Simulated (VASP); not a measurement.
**XPS shifts in LiRu16**

Which atoms of LiRu16 bind their core electrons more tightly, and does the hole change the order?

Program: VASP 6.6.1. Level of theory: PBE; plane waves and PAW (Li_sv, Ru_pv), in the first sound run; inputs show where later runs differ. Results are calculated unless marked as measured.

## (1) The starting structure

The cell holds 17 atoms: 1 Li and 16 Ru. Its edges and angles: a = 5.440 Å, b = 5.440 Å, c = 23.070 Å, α = 90.0°, β = 90.0°, γ = 60.0°. It derives from Ru. Adsorbate: added Li, site hcp, coverage in monolayers 0.25, cell 2x2, faces one. Regions: adsorbate, 1 atom (1 Li); layer 1, 4 atoms (4 Ru); layer 2, 4 atoms (4 Ru); layer 3, 4 atoms (4 Ru); other layers, 4 atoms (4 Ru). Vacuum lies along c.

## (2) Relaxation

The free atoms are relaxed first inside the given cell, which is kept (ISIF = 0), since core levels depend on the positions.

The input, INCAR:

```
SYSTEM = LiRu16
PREC = Normal
ENCUT = 500
EDIFF = 1E-05
NELM = 100
ISMEAR = 0
SIGMA = 0.1
LREAL = Auto
ALGO = Fast
GGA = PE
NBANDS = 140
LASPH = .TRUE.
LWAVE = .FALSE.
LCHARG = .FALSE.
KPAR = 2
NCORE = 4
IBRION = 2
NSW = 50
ISIF = 0
EDIFFG = -0.05
```

The input, POSCAR:

```
LiRu16
1.0
    5.4400000000      0.0000000000      0.0000000000
    2.7200000000      4.7111781966      0.0000000000
    0.0000000000      0.0000000000     23.0700000000
Li Ru
1 16
Selective dynamics
Direct
    0.3361584420      0.3333333330      0.6749024710  T T T
    0.0000000000      0.0000000000      0.6033810140  T T T
    0.5000000000      0.0000000000      0.6033810140  T T T
    0.0000000000      0.5000000000      0.6033810140  T T T
    0.5000000000      0.5000000000      0.6033810140  T T T
    0.8333333330      0.3333333330      0.5106198530  T T T
    0.3333333330      0.3333333330      0.5106198530  T T T
    0.8333333330      0.8333333330      0.5106198530  T T T
    0.3333333330      0.8333333330      0.5106198530  T T T
    0.0000000000      0.0000000000      0.4178586910  F F F
    0.5000000000      0.0000000000      0.4178586910  F F F
    0.0000000000      0.5000000000      0.4178586910  F F F
    0.5000000000      0.5000000000      0.4178586910  F F F
    0.8333333330      0.3333333330      0.3250975290  F F F
    0.3333333330      0.3333333330      0.3250975290  F F F
    0.8333333330      0.8333333330      0.3250975290  F F F
    0.3333333330      0.8333333330      0.3250975290  F F F
```

The input, KPOINTS:

```
Automatic mesh
0
Gamma
4 4 1
0 0 0
```

The projector-augmented-wave data sets are Li_sv and Ru_pv (PBE family, release 64).

Launch:

```bash
$ mpirun -np 8 vasp_std
```

Log:

```text
[banner, memory and clock lines left out]
running    8 mpi-ranks, on    1 nodes
 distrk:  each k-point on    4 cores,    2 groups
 distr:  one band on    4 cores,    1 groups

 POSCAR found type information on POSCAR LiRu
 POSCAR found :  2 types and      17 ions
 LDA part: xc-table for (Slater+PW92), standard interpolation
 POSCAR, INCAR and KPOINTS ok, starting setup
 FFT: planning ... GRIDC
 FFT: planning ... GRID_SOFT
 FFT: planning ... GRID
 WAVECAR not read
 entering main loop
       N       E                     dE             d eps       ncg     rms          rms(c)
DAV:   1     0.238588411467E+04    0.23859E+04   -0.13777E+05  3520   0.150E+03
DAV:   2    -0.651955969966E+02   -0.24511E+04   -0.23646E+04  3000   0.462E+02
DAV:   3    -0.147795778848E+03   -0.82600E+02   -0.77106E+02  3524   0.813E+01
DAV:   4    -0.152549738609E+03   -0.47540E+01   -0.46716E+01  4720   0.132E+01
DAV:   5    -0.152715661207E+03   -0.16592E+00   -0.16560E+00  4116   0.224E+00    0.439E+01
RMM:   6    -0.177528328654E+03   -0.24813E+02   -0.41026E+01  2809   0.195E+01    0.506E+01
RMM:   7    -0.186500664564E+03   -0.89723E+01   -0.28542E+01  2826   0.118E+01    0.528E+01
RMM:   8    -0.166641034609E+03    0.19860E+02   -0.25362E+01  2947   0.113E+01    0.351E+01
RMM:   9    -0.144090523884E+03    0.22551E+02   -0.20045E+01  2870   0.121E+01    0.150E+01
RMM:  10    -0.144004266377E+03    0.86258E-01   -0.52855E+00  2805   0.599E+00    0.142E+01
RMM:  11    -0.141526945617E+03    0.24773E+01   -0.10748E+00  2821   0.300E+00    0.698E+00
RMM:  12    -0.141490211302E+03    0.36734E-01   -0.19584E-01  3136   0.894E-01    0.581E+00
RMM:  13    -0.141423217706E+03    0.66994E-01   -0.11332E-01  3063   0.796E-01    0.427E+00
RMM:  14    -0.141308416557E+03    0.11480E+00   -0.10855E-01  3165   0.796E-01    0.187E+00
RMM:  15    -0.141287142040E+03    0.21275E-01   -0.55301E-02  3106   0.571E-01    0.122E+00
RMM:  16    -0.141276596805E+03    0.10545E-01   -0.28921E-02  3109   0.434E-01    0.908E-01
RMM:  17    -0.141274822275E+03    0.17745E-02   -0.24295E-02  3202   0.367E-01    0.903E-01
RMM:  18    -0.141264691260E+03    0.10131E-01   -0.13094E-02  3112   0.320E-01    0.285E-01
RMM:  19    -0.141264709703E+03   -0.18442E-04   -0.40213E-03  3490   0.121E-01    0.152E-01
RMM:  20    -0.141265077251E+03   -0.36755E-03   -0.17080E-03  3315   0.973E-02    0.172E-01
RMM:  21    -0.141265307224E+03   -0.22997E-03   -0.11253E-03  3286   0.723E-02    0.113E-01
RMM:  22    -0.141265463480E+03   -0.15626E-03   -0.56209E-04  3344   0.529E-02    0.669E-02
RMM:  23    -0.141266207895E+03   -0.74442E-03   -0.76737E-04  3335   0.492E-02    0.973E-02
RMM:  24    -0.141266334165E+03   -0.12627E-03   -0.31509E-04  3071   0.360E-02    0.645E-02
RMM:  25    -0.141266493285E+03   -0.15912E-03   -0.27250E-04  3010   0.282E-02    0.428E-02
RMM:  26    -0.141266713722E+03   -0.22044E-03   -0.13795E-04  2945   0.223E-02    0.405E-02
RMM:  27    -0.141266835890E+03   -0.12217E-03   -0.48322E-05  2563   0.136E-02    0.358E-02
RMM:  28    -0.141267001019E+03   -0.16513E-03   -0.32309E-05  2284   0.115E-02    0.133E-02
RMM:  29    -0.141267096397E+03   -0.95378E-04   -0.77971E-06  1753   0.783E-03    0.157E-02
RMM:  30    -0.141267312301E+03   -0.21590E-03   -0.40917E-05  2256   0.885E-03    0.151E-02
RMM:  31    -0.141267382693E+03   -0.70392E-04   -0.10678E-05  1689   0.607E-03    0.109E-02
RMM:  32    -0.141267469890E+03   -0.87197E-04   -0.13498E-05  1848   0.601E-03    0.211E-03
RMM:  33    -0.141267546544E+03   -0.76653E-04   -0.11027E-05  1433   0.476E-03    0.247E-03
RMM:  34    -0.141267570812E+03   -0.24268E-04   -0.37960E-06  1127   0.386E-03    0.139E-03
RMM:  35    -0.141267605900E+03   -0.35088E-04   -0.81381E-06  1382   0.430E-03    0.816E-04
RMM:  36    -0.141267615542E+03   -0.96422E-05   -0.21849E-06   825   0.322E-03
   1 F= -.14126762E+03 E0= -.14118788E+03  d E =-.141268E+03
 curvature:   0.00 expect dE= 0.000E+00 dE for cont linesearch  0.000E+00
 trial: gam= 0.00000 g(F)=  0.955E+00 g(S)=  0.000E+00 ort = 0.000E+00 (trialstep = 0.100E+01)
 search vector abs. value=  0.955E+00
 bond charge predicted
       N       E                     dE             d eps       ncg     rms          rms(c)
DAV:   1    -0.139486557183E+03    0.17810E+01   -0.28056E+02  2888   0.866E+01    0.443E+00
RMM:   2    -0.146841997009E+03   -0.73554E+01   -0.23743E+01  2885   0.167E+01    0.192E+01
RMM:   3    -0.142147040647E+03    0.46950E+01   -0.42491E+00  3139   0.615E+00    0.593E+00
RMM:   4    -0.141949683176E+03    0.19736E+00   -0.17916E+00  3210   0.320E+00    0.355E+00
RMM:   5    -0.141866090183E+03    0.83593E-01   -0.29462E-01  3576   0.157E+00    0.191E+00
RMM:   6    -0.141837472033E+03    0.28618E-01   -0.11555E-01  3697   0.938E-01    0.107E+00
RMM:   7    -0.141842155181E+03   -0.46831E-02   -0.60890E-02  4081   0.618E-01    0.992E-01
RMM:   8    -0.141837133519E+03    0.50217E-02   -0.30219E-02  3605   0.493E-01    0.612E-01
RMM:   9    -0.141838674872E+03   -0.15414E-02   -0.18823E-02  3857   0.372E-01    0.507E-01
RMM:  10    -0.141836773335E+03    0.19015E-02   -0.10411E-02  3812   0.275E-01    0.162E-01
RMM:  11    -0.141837614973E+03   -0.84164E-03   -0.61183E-03  4375   0.185E-01    0.179E-01
RMM:  12    -0.141837564641E+03    0.50331E-04   -0.28743E-03  3978   0.136E-01    0.637E-02
RMM:  13    -0.141837743198E+03   -0.17856E-03   -0.15988E-03  4597   0.918E-02    0.358E-02
RMM:  14    -0.141837846847E+03   -0.10365E-03   -0.81518E-04  4069   0.649E-02    0.335E-02
RMM:  15    -0.141837913855E+03   -0.67008E-04   -0.45232E-04  3679   0.481E-02    0.219E-02
RMM:  16    -0.141837953191E+03   -0.39336E-04   -0.26847E-04  3242   0.356E-02    0.146E-02
RMM:  17    -0.141837990237E+03   -0.37047E-04   -0.14113E-04  2421   0.270E-02    0.850E-03
WARNING in EDDRMM: call to ZHEGV failed, returncode =   8  4     83
RMM:  18    -0.141838018969E+03   -0.28732E-04   -0.11184E-04  2608   0.234E-02    0.765E-03
WARNING in EDDRMM: call to ZHEGV failed, returncode =   6  3    114
RMM:  19    -0.141838051918E+03   -0.32949E-04   -0.69385E-05  2241   0.191E-02    0.437E-03
RMM:  20    -0.141838084489E+03   -0.32571E-04   -0.55156E-05  2262   0.163E-02    0.284E-03
RMM:  21    -0.141838108815E+03   -0.24326E-04   -0.37111E-05  2025   0.141E-02    0.541E-03
RMM:  22    -0.141838133717E+03   -0.24902E-04   -0.25808E-05  1918   0.127E-02    0.268E-03
RMM:  23    -0.141838143340E+03   -0.96225E-05   -0.27008E-05  1820   0.116E-02
   2 F= -.14183814E+03 E0= -.14176054E+03  d E =-.570528E+00
[...]
WARNING in EDDRMM: call to ZHEGV failed, returncode =   6  3     71
[... from here on, the cycles between the ionic steps are left out ...]
   3 F= -.14186162E+03 E0= -.14178499E+03  d E =-.594003E+00
   4 F= -.14197378E+03 E0= -.14189993E+03  d E =-.112163E+00
   5 F= -.14198974E+03 E0= -.14191781E+03  d E =-.128118E+00
   6 F= -.14202297E+03 E0= -.14195063E+03  d E =-.332378E-01
[...]
WARNING in EDDRMM: call to ZHEGV failed, returncode =   8  4     64
   7 F= -.14203594E+03 E0= -.14196311E+03  d E =-.462024E-01
   8 F= -.14204226E+03 E0= -.14196956E+03  d E =-.525254E-01
   9 F= -.14204930E+03 E0= -.14197536E+03  d E =-.704003E-02
  10 F= -.14204886E+03 E0= -.14197364E+03  d E =-.659949E-02
[...]
WARNING in EDDRMM: call to ZHEGV failed, returncode =   6  3    114
  11 F= -.14205001E+03 E0= -.14197539E+03  d E =-.775113E-02
[...]
WARNING in EDDRMM: call to ZHEGV failed, returncode =   6  3     93
[...]
WARNING in EDDRMM: call to ZHEGV failed, returncode =   6  3     84
  12 F= -.14205318E+03 E0= -.14197716E+03  d E =-.316639E-02
[...]
WARNING in EDDRMM: call to ZHEGV failed, returncode =   6  3     82
  13 F= -.14205318E+03 E0= -.14197692E+03  d E =-.316747E-02
 curvature:  -1.48 expect dE=-0.129E-02 dE for cont linesearch -0.514E-05
 trial: gam= 0.29052 g(F)=  0.867E-03 g(S)=  0.000E+00 ort =-0.145E-03 (trialstep = 0.177E+01)
 search vector abs. value=  0.129E-02
 bond charge predicted
       N       E                     dE             d eps       ncg     rms          rms(c)
DAV:   1    -0.142044466850E+03    0.87217E-02   -0.13951E+00  3064   0.744E+00    0.206E-01
RMM:   2    -0.142054733712E+03   -0.10267E-01   -0.88968E-02  2879   0.126E+00    0.384E-01
RMM:   3    -0.142055078464E+03   -0.34475E-03   -0.88104E-03  3134   0.352E-01    0.322E-01
RMM:   4    -0.142054449999E+03    0.62846E-03   -0.25400E-03  3340   0.161E-01    0.221E-01
RMM:   5    -0.142053941160E+03    0.50884E-03   -0.81019E-04  3418   0.892E-02    0.871E-02
RMM:   6    -0.142054022899E+03   -0.81740E-04   -0.39499E-04  3494   0.548E-02    0.103E-01
RMM:   7    -0.142053928874E+03    0.94025E-04   -0.19630E-04  3260   0.418E-02    0.327E-02
WARNING in EDDRMM: call to ZHEGV failed, returncode =   6  3     51
RMM:   8    -0.142053952364E+03   -0.23490E-04   -0.12691E-04  3096   0.303E-02    0.443E-02
RMM:   9    -0.142053933514E+03    0.18851E-04   -0.68974E-05  2726   0.226E-02    0.127E-02
RMM:  10    -0.142053932462E+03    0.10521E-05   -0.24363E-06  1765   0.129E-02
  14 F= -.14205393E+03 E0= -.14197743E+03  d E =-.751719E-03
 trial-energy change:   -0.000752  1 .order   -0.000870   -0.001458   -0.000282
 step:   2.1907(harm=  2.1907)  dis= 0.00861  next Energy=  -142.054085 (dE=-0.904E-03)
 reached required accuracy - stopping structural energy minimisation
```

Wall time 14 min (8 MPI ranks of AMD EPYC 7R43, shared host); peak memory 2 GiB; 1.9 h of CPU time.

The logs omit lines about the potential files and the build; timing stands in the text.

OUTCAR, selected parts (step 2):

```text
ion  position               nearest neighbor table
   1  0.336  0.333  0.675-   5 2.27   3 2.28   4 2.29
   2  0.000  0.000  0.603-   9 2.65   6 2.65   8 2.65   3 2.72   3 2.72   4 2.72   5 2.72   4 2.72
                             5 2.72
   3  0.500  0.000  0.603-   1 2.28   8 2.65   7 2.65   9 2.65   2 2.72   2 2.72   4 2.72   5 2.72
                             5 2.72   4 2.72
   4  0.000  0.500  0.603-   1 2.29   7 2.65   8 2.65   6 2.65   5 2.72   5 2.72   2 2.72   3 2.72
                             3 2.72   2 2.72
   5  0.500  0.500  0.603-   1 2.27   6 2.65   9 2.65   7 2.65   4 2.72   4 2.72   2 2.72   3 2.72
                             2 2.72   3 2.72
   6  0.833  0.333  0.511-   5 2.65   2 2.65   4 2.65  13 2.65  10 2.65  12 2.65   7 2.72   7 2.72
                             8 2.72   9 2.72   8 2.72   9 2.72
   7  0.333  0.333  0.511-   4 2.65   3 2.65   5 2.65  12 2.65  11 2.65  13 2.65   6 2.72   6 2.72
                             8 2.72   9 2.72   9 2.72   8 2.72
   8  0.833  0.833  0.511-   3 2.65   4 2.65   2 2.65  11 2.65  12 2.65  10 2.65   9 2.72   9 2.72
                             6 2.72   7 2.72   7 2.72   6 2.72
   9  0.333  0.833  0.511-   2 2.65   5 2.65   3 2.65  10 2.65  13 2.65  11 2.65   8 2.72   8 2.72
                             6 2.72   7 2.72   6 2.72   7 2.72
  10  0.000  0.000  0.418-   9 2.65  17 2.65  14 2.65   6 2.65  16 2.65   8 2.65  11 2.72  11 2.72
                            12 2.72  13 2.72  12 2.72  13 2.72
  11  0.500  0.000  0.418-   8 2.65  16 2.65  15 2.65   7 2.65   9 2.65  17 2.65  10 2.72  10 2.72
                            12 2.72  13 2.72  13 2.72  12 2.72
  12  0.000  0.500  0.418-   7 2.65  15 2.65   8 2.65  16 2.65   6 2.65  14 2.65  13 2.72  13 2.72
                            10 2.72  11 2.72  11 2.72  10 2.72
  13  0.500  0.500  0.418-   6 2.65  14 2.65   9 2.65  17 2.65  15 2.65   7 2.65  12 2.72  12 2.72
                            10 2.72  11 2.72  10 2.72  11 2.72
  14  0.833  0.333  0.325-  13 2.65  10 2.65  12 2.65  15 2.72  15 2.72  16 2.72  17 2.72  16 2.72
                            17 2.72
  15  0.333  0.333  0.325-  12 2.65  11 2.65  13 2.65  14 2.72  14 2.72  16 2.72  17 2.72  17 2.72
                            16 2.72
  16  0.833  0.833  0.325-  11 2.65  12 2.65  10 2.65  17 2.72  17 2.72  14 2.72  15 2.72  15 2.72
                            14 2.72
  17  0.333  0.833  0.325-  10 2.65  13 2.65  11 2.65  16 2.72  16 2.72  14 2.72  15 2.72  14 2.72
                            15 2.72

  LATTYP: Found a hexagonal cell.
 ALAT       =     5.4400000000
 C/A-ratio  =     4.2408088235

 Subroutine GETGRP returns: Found  1 space group operations
 (whereof  1 operations were pure point group operations)

The static configuration has the point symmetry C_1 .

 Found     10 irreducible k-points:

   k-points           NKPTS =     10   k-points in BZ     NKDIM =     10   number of bands    NBANDS=    140

   dimension x,y,z NGX =    30 NGY =   30 NGZ =  126
   dimension x,y,z NGXF=    60 NGYF=   60 NGZF=  252

   ENCUT  =  500.0 eV  36.75 Ry    6.06 a.u.   9.92  9.92 42.06*2*pi/ulx,y,z

   NELECT =     227.0000    total number of electrons

 k-points in reciprocal lattice and weights: Automatic mesh
   0.00000000  0.00000000  0.00000000       0.062
   0.25000000 -0.00000000  0.00000000       0.125
   0.25000000  0.25000000  0.00000000       0.125
   0.00000000  0.25000000  0.00000000       0.125
   0.50000000 -0.00000000  0.00000000       0.062
   0.50000000  0.50000000  0.00000000       0.062
   0.00000000  0.50000000  0.00000000       0.062
   0.50000000  0.25000000  0.00000000       0.125
   0.25000000  0.50000000  0.00000000       0.125
  -0.25000000  0.25000000  0.00000000       0.125

 average (electrostatic) potential at core
       1 -63.8294       2 -77.3166       3 -77.2719       4 -77.2720       5 -77.2714
       6 -77.7101       7 -77.7069       8 -77.7099       9 -77.7100      10 -77.7096
      11 -77.7040      12 -77.7040      13 -77.7040      14 -77.2471      15 -77.2535
      16 -77.2469      17 -77.2471

 E-fermi :   2.4404

 k-point     1 :       0.0000    0.0000    0.0000
  band No.  band energies     occupation
    ...
     99       1.3976      2.00000
    100       1.4419      2.00000
    101       1.6277      2.00000
    102       1.6278      2.00000
    103       2.0384      2.00000
    104       2.5452      0.13847
    105       2.5788      0.05028
    106       2.5791      0.04980
    107       2.5995      0.02443
    108       2.5999      0.02410
    ...

 k-point     2 :       0.2500   -0.0000    0.0000
  band No.  band energies     occupation
    ...
    108       2.0844      2.00000
    109       2.0921      2.00000
    110       2.3916      1.51001
    111       2.4408      0.99540
    112       2.4641      0.73782
    113       2.5147      0.29352
    114       2.8127      0.00000
    115       2.9334      0.00000
    116       2.9752      0.00000
    117       3.0276      0.00000
    ...

 k-point     3 :       0.2500    0.2500    0.0000
  band No.  band energies     occupation
    ...
    108       2.0848      2.00000
    109       2.0914      2.00000
    110       2.3920      1.50682
    111       2.4414      0.98948
    112       2.4635      0.74416
    113       2.5146      0.29439
    114       2.8119      0.00000
    115       2.9330      0.00000
    116       2.9766      0.00000
    117       3.0277      0.00000
    ...

  energy-cutoff  :      500.00
  volume of cell :      591.26
      direct lattice vectors                 reciprocal lattice vectors
     5.440000000  0.000000000  0.000000000     0.183823529 -0.106130564  0.000000000
     2.720000000  4.711178197  0.000000000     0.000000000  0.212261128  0.000000000
     0.000000000  0.000000000 23.070000000     0.000000000  0.000000000  0.043346337

 POSITION                                       TOTAL-FORCE (eV/Angst)
 -----------------------------------------------------------------------------------
      2.73114      1.57018     16.05343        -0.003642     -0.000375     -0.003824
      5.43986      0.00020     13.88840         0.001020     -0.000919     -0.012982
      5.44027      4.67921     13.86976        -0.000669     -0.025463      0.002026
      6.77327      2.37109     13.87046        -0.024526      0.013995     -0.003165
      4.10854      2.37196     13.86919         0.022314      0.013736      0.003349
      5.44032      1.56810     11.78137         0.000480     -0.006935      0.005117
      2.72033      1.57032     11.79890         0.003365      0.000576      0.022287
      6.80220      3.92712     11.78153         0.006264      0.002041      0.005390
      4.07821      3.92730     11.78124        -0.006451      0.002704      0.003255
      0.00000      0.00000      9.64000        -0.000078      0.000102     -0.509915
      2.72000      0.00000      9.64000         0.000891      0.035701     -0.567671
      1.36000      2.35559      9.64000         0.031956     -0.017731     -0.567117
      4.08000      2.35559      9.64000        -0.030050     -0.017564     -0.567332
      5.44000      1.57039      7.50000        -0.000231     -0.047626      0.529758
      2.72000      1.57039      7.50000        -0.000442      0.000194      0.601024
      6.80000      3.92598      7.50000         0.041277      0.023861      0.529636
      4.08000      3.92598      7.50000        -0.041479      0.023703      0.530164
 -----------------------------------------------------------------------------------
    total drift:                                0.003875     -0.000508     -0.049829

  FREE ENERGIE OF THE ION-ELECTRON SYSTEM (eV)
  ---------------------------------------------------
  free  energy   TOTEN  =      -142.0539324616 eV

  energy  without entropy=     -141.9009200968  energy(sigma->0) =     -141.97742628

 reached required accuracy - stopping structural energy minimisation

[... 3 further parts left out ...]
```

This run has no spin polarisation.

Relaxation path:

| step | energy less that of the first step (eV) | largest force (eV/Å) |
| --- | --- | --- |
| 1 | 0.0000 | 3.0303 |
| 2 | -0.5705 | 1.3141 |
| 3 | -0.5940 | 1.0141 |
| 4 | -0.7062 | 0.6800 |
| 5 | -0.7221 | 0.8460 |
| 6 | -0.7554 | 0.7833 |
| 7 | -0.7683 | 0.7177 |
| 8 | -0.7746 | 0.7242 |
| 9 | -0.7817 | 0.6860 |
| 10 | -0.7812 | 0.6526 |
| 11 | -0.7824 | 0.6670 |
| 12 | -0.7856 | 0.5978 |
| 13 | -0.7856 | 0.5904 |
| 14 | -0.7863 | 0.6010 |

The atoms that moved most (Å):

| atom | dx | dy | dz | length |
| --- | --- | --- | --- | --- |
| Li1 | -0.004 | 0.000 | 0.483 | 0.483 |
| Ru5 | 0.029 | 0.016 | -0.051 | 0.061 |
| Ru3 | 0.000 | -0.032 | -0.050 | 0.060 |
| Ru4 | -0.027 | 0.016 | -0.050 | 0.058 |
| Ru2 | 0.000 | 0.000 | -0.032 | 0.032 |
| Ru7 | 0.000 | 0.000 | 0.019 | 0.019 |

The relaxed structure:

```xyz
17
Lattice="5.4400 0.0000 0.0000 2.7200 4.7112 0.0000 0.0000 0.0000 23.0700" Properties=species:S:1:pos:R:3
Li    2.7311    1.5702   16.0534
Ru   -0.0001    0.0002   13.8884
Ru    2.7203   -0.0320   13.8698
Ru    1.3333    2.3711   13.8705
Ru    4.1085    2.3720   13.8692
Ru    5.4403    1.5681   11.7814
Ru    2.7203    1.5703   11.7989
Ru    6.8022    3.9271   11.7815
Ru    4.0782    3.9273   11.7812
Ru    0.0000    0.0000    9.6400
Ru    2.7200    0.0000    9.6400
Ru    1.3600    2.3556    9.6400
Ru    4.0800    2.3556    9.6400
Ru    5.4400    1.5704    7.5000
Ru    2.7200    1.5704    7.5000
Ru    6.8000    3.9260    7.5000
Ru    4.0800    3.9260    7.5000
```

Numbers from this step:

* free energy (TOTEN): -142.0539 eV
* energy at zero smearing: -141.9774 eV
* Fermi energy: 2.440 eV

The forces on the free atoms are under 0.05 eV/Å, while the fixed ones keep up to 0.60 eV/Å.

(Part 1 of 3 ends here.)

[Lines on the potential files, build, host, timing and source positions are cut from VASP's logs without a mark.]

[Logs are printed without paths, hosts, clocks, repeated set-up lines and the standing remarks that a program may print on its own settings, such as how far it seeks lower states.]

[Hosts, paths, dates, database ids (printed as entryN), source tags and the programs' standing remarks are cut or masked in the printed files.]
